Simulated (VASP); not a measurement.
Computed with vdW-DF2, VASP's PBE PAW potentials (set 64) (plane waves; VASP).

VASP ran on this input.

**INCAR**
```
SYSTEM = Tb
PREC = Accurate; ENCUT = 520; LREAL = .FALSE.
LASPH = .TRUE.
EDIFF = 1E-6; NELM = 100; ALGO = Normal
LMAXMIX = 6
ISMEAR = 1; SIGMA = 0.1
GGA = ML; LUSE_VDW = .TRUE.; AGGAC = 0.0
ZAB_VDW = -1.8867
IBRION = 2; NSW = 60; ISIF = 3
EDIFFG = -0.01
LWAVE = .FALSE.; LCHARG = .FALSE.
```

### KPOINTS
```
Automatic mesh
0
G
 10 10 6
```

POSCAR:
```
Tb
1
    1.8437377654    -3.1934469986     0.0000000000
    1.8437377654     3.1934469986    -0.0000000000
   -0.0000000000    -0.0000000000     5.7403888304
Tb
2
Direct
  0.3333330000   0.6666670000   0.2500000000
  0.6666670000   0.3333330000   0.7500000000
```

POTCAR, in this order: Tb_3 (PBE.64 set). Program: vasp_std.

Output

**OUTCAR**
```
 ion  position               nearest neighbor table
   1  0.333  0.667  0.250-   2 3.57   2 3.57   2 3.57   2 3.57   2 3.57   2 3.57
   2  0.667  0.333  0.750-   1 3.57   1 3.57   1 3.57   1 3.57   1 3.57   1 3.57
  LATTYP: Found a hexagonal cell.
 ALAT       =     3.6874751091
 C/A-ratio  =     1.5567261230
 Subroutine PRICEL returns:
 Original cell was already a primitive cell.
 Subroutine GETGRP returns: Found 24 space group operations
The static configuration has the point symmetry D_3d.
 The point group associated with its full space group is D_6h.
The dynamic configuration has the point symmetry D_3d.
 Subroutine INISYM returns: Found 24 space group operations
 Subroutine IBZKPT returns following result:
 Found     56 irreducible k-points:

 Following reciprocal coordinates:
            Coordinates               Weight
  0.000000  0.000000  0.000000      1.000000
  0.100000 -0.000000  0.000000      6.000000
  0.200000 -0.000000  0.000000      6.000000
  0.300000  0.000000  0.000000      6.000000
  0.400000 -0.000000  0.000000      6.000000
  0.500000  0.000000  0.000000      3.000000
  0.100000  0.100000  0.000000      6.000000
  0.200000  0.100000  0.000000     12.000000
  0.300000  0.100000  0.000000     12.000000
  0.400000  0.100000  0.000000     12.000000
  0.200000  0.200000  0.000000      6.000000
  0.300000  0.200000  0.000000     12.000000
  0.400000  0.200000  0.000000      6.000000
  0.300000  0.300000  0.000000      6.000000
  0.000000  0.000000  0.166667      2.000000
  0.100000 -0.000000  0.166667     12.000000
  0.200000 -0.000000  0.166667     12.000000
  0.300000  0.000000  0.166667     12.000000
  0.400000 -0.000000  0.166667     12.000000
  0.500000  0.000000  0.166667      6.000000
  0.100000  0.100000  0.166667     12.000000
  0.200000  0.100000  0.166667     24.000000
  0.300000  0.100000  0.166667     24.000000
  0.400000  0.100000  0.166667     24.000000
  0.200000  0.200000  0.166667     12.000000
  0.300000  0.200000  0.166667     24.000000
  0.400000  0.200000  0.166667     12.000000
  0.300000  0.300000  0.166667     12.000000
  0.000000  0.000000  0.333333      2.000000
  0.100000 -0.000000  0.333333     12.000000
  0.200000 -0.000000  0.333333     12.000000
  0.300000  0.000000  0.333333     12.000000
  0.400000 -0.000000  0.333333     12.000000
  0.500000  0.000000  0.333333      6.000000
  0.100000  0.100000  0.333333     12.000000
  0.200000  0.100000  0.333333     24.000000
  0.300000  0.100000  0.333333     24.000000
  0.400000  0.100000  0.333333     24.000000
  0.200000  0.200000  0.333333     12.000000
  0.300000  0.200000  0.333333     24.000000
   k-points           NKPTS =     56   k-points in BZ     NKDIM =     56   number of bands    NBANDS=     13
   number of dos      NEDOS =    301   number of ions     NIONS =      2
   total plane-waves  NPLWV =  37632
   dimension x,y,z NGX =    28 NGY =   28 NGZ =   48
   dimension x,y,z NGXF=    56 NGYF=   56 NGZF=   96
   ions per type =               2
   PREC   = accura    normal or accurate (medium, high low for compatibility)
   ISTART =      0    job   : 0-new  1-cont  2-samecut
   ICHARG =      2    charge: 1-file 2-atom 10-const
   ISPIN  =      1    spin polarized calculation?
   LNONCOLLINEAR =      F non collinear calculations
   LSORBIT =      F    spin-orbit coupling
   INIWAV =      1    electr: 0-lowe 1-rand  2-diag
   ENCUT  =  520.0 eV  38.22 Ry    6.18 a.u.   6.86  6.86 10.67*2*pi/ulx,y,z
   NELM   =    100;   NELMIN=  2; NELMDL= -5     # of ELM steps
   EDIFF  = 0.1E-05   stopping-criterion for ELM
   LREAL  =      F    real-space projection
...
```

**OSZICAR**
```
       N       E                     dE             d eps       ncg     rms          rms(c)
DAV:   1     0.484319507398E+02    0.48432E+02   -0.88900E+03  1456   0.122E+03
DAV:   2    -0.515392641314E+00   -0.48947E+02   -0.47965E+02  1556   0.257E+02
DAV:   3    -0.274911401559E+01   -0.22337E+01   -0.20974E+01  2004   0.313E+01
DAV:   4    -0.280493678063E+01   -0.55823E-01   -0.55272E-01  1750   0.488E+00
DAV:   5    -0.280653729737E+01   -0.16005E-02   -0.15988E-02  2033   0.669E-01    0.215E+01
DAV:   6    -0.283074620925E+01   -0.24209E-01   -0.26151E-02  1656   0.139E+00    0.130E+01
DAV:   7    -0.285261506692E+01   -0.21869E-01   -0.52409E-02  1546   0.205E+00    0.251E-01
DAV:   8    -0.285294932330E+01   -0.33426E-03   -0.25387E-03  1806   0.397E-01    0.117E-01
DAV:   9    -0.285308703600E+01   -0.13771E-03   -0.34801E-04  1656   0.147E-01    0.441E-02
DAV:  10    -0.285306809405E+01    0.18942E-04   -0.63393E-05  1681   0.584E-02    0.527E-02
DAV:  11    -0.285307783708E+01   -0.97430E-05   -0.18688E-05  1636   0.337E-02    0.334E-03
DAV:  12    -0.285307836158E+01   -0.52450E-06   -0.33603E-07  1038   0.480E-03
   1 F= -.28530784E+01 E0= -.28535354E+01  d E =-.285308E+01
       N       E                     dE             d eps       ncg     rms          rms(c)
DAV:   1    -0.285321031144E+01   -0.13247E-03   -0.24652E-03  1466   0.389E-01    0.563E-02
DAV:   2    -0.285313147707E+01    0.78834E-04   -0.16215E-04  1506   0.108E-01    0.267E-02
DAV:   3    -0.285309706644E+01    0.34411E-04   -0.83245E-05  1694   0.689E-02    0.873E-03
DAV:   4    -0.285309546808E+01    0.15984E-05   -0.54714E-06  1635   0.198E-02    0.598E-03
DAV:   5    -0.285309365954E+01    0.18085E-05   -0.44004E-07   823   0.452E-03    0.642E-04
DAV:   6    -0.285309361821E+01    0.41337E-07   -0.64298E-08   793   0.185E-03
   2 F= -.28530936E+01 E0= -.28535504E+01  d E =-.152566E-04
```

File OUTCAR:
```
------------------------ aborting loop because EDIFF is reached ----------------------------------------
  FORCE on cell =-STRESS in cart. coord.  units (eV):
  Direction    XX          YY          ZZ          XY          YZ          ZX
  --------------------------------------------------------------------------------------
  Total        0.0045500      0.0045500     -0.0059427      0.0000000     -0.0000000      0.0000000
  in kB        0.1077035      0.1077034     -0.1406699      0.0000000     -0.0000000      0.0000000
  external PRESSURE =       0.0249123 kB  Pullay stress =       0.0000000 kB
  volume of cell :       67.69
      direct lattice vectors                 reciprocal lattice vectors
     1.844710043 -3.195131031  0.000000000     0.271045307 -0.156488105 -0.000000000
     1.844710043  3.195131031 -0.000000000     0.271045307  0.156488105  0.000000000
     0.000000000 -0.000000000  5.741796026    -0.000000000  0.000000000  0.174161533
 POSITION                                       TOTAL-FORCE (eV/Angst)
 -----------------------------------------------------------------------------------
      1.84471      1.06505      1.43545        -0.000000      0.000000      0.000000
      1.84471     -1.06505      4.30635         0.000000     -0.000000      0.000000
 -----------------------------------------------------------------------------------
    total drift:                               -0.000004      0.000115     -0.000011
  FREE ENERGIE OF THE ION-ELECTRON SYSTEM (eV)
  ---------------------------------------------------
  free  energy   TOTEN  =        -2.8530936182 eV

  energy  without entropy=       -2.8544639421  energy(sigma->0) =       -2.85355039

 reached required accuracy - stopping structural energy minimisation
```
(Selected blocks of OUTCAR.)

CONTCAR:
```
Tb
   1.00000000000000
     1.8447100425594951   -3.1951310312689882    0.0000000000000000
     1.8447100425594951    3.1951310312689882   -0.0000000000000000
     0.0000000000000000   -0.0000000000000000    5.7417960259756837
  Tb
     2
Direct
     0.3333330000000032    0.6666669999999968    0.2500000000000000
     0.6666669999999968    0.3333330000000032    0.7500000000000000
```

The 4f electrons are frozen in the core of the lanthanide potential, so 4f levels, which can set the real gap, and their magnetism are missing.

The compound is Tb in the hcp structure. This run relaxes it. Symmetry was kept, so distortions that lower it aren't found. The start is the result of an earlier pass.
